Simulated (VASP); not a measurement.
Here is the system:

```
Li2S
1.0
    0.00000     2.73742     2.73742
    2.73742     0.00000     2.73742
    2.73742     2.73742     0.00000
Li S
2 1
Direct
  0.25000   0.25000   0.25000
  0.75000   0.75000   0.75000
  0.00000   0.00000   0.00000
```

Computed with PBEsol GGA, VASP's PBE PAW potentials (set 64) (plane waves; VASP). Settings: 620 eV cut-off, 7×7×7 Γ-centred mesh, Gaussian smearing of 0.050 eV, potentials Li_sv S.

Energy and stress use the plane-wave basis of the starting cell.

Problem. The ions, cell shape and volume at an external pressure of 10.0 GPa are relaxed. Predict the relaxed structure.

Solution. 
```
Li2S
1.0
    0.00000     2.67157     2.67157
    2.67157     0.00000     2.67157
    2.67157     2.67157     0.00000
Li S
2 1
Direct
  0.25000   0.25000   0.25000
  0.75000   0.75000   0.75000
  0.00000   0.00000   0.00000
```
Space group Fm-3m (225), at a tolerance of 0.03 Å.

Problem. How do energy and volume change from the first to the last step?

Solution. The energy (σ→0) changes by +44.0 meV/atom and the volume by -7.0 %, in 3 ionic steps.

The compound is Li2S in the antifluorite structure. This run relaxes it under an external pressure of 10 GPa. Symmetry was kept, so distortions that lower it aren't found.
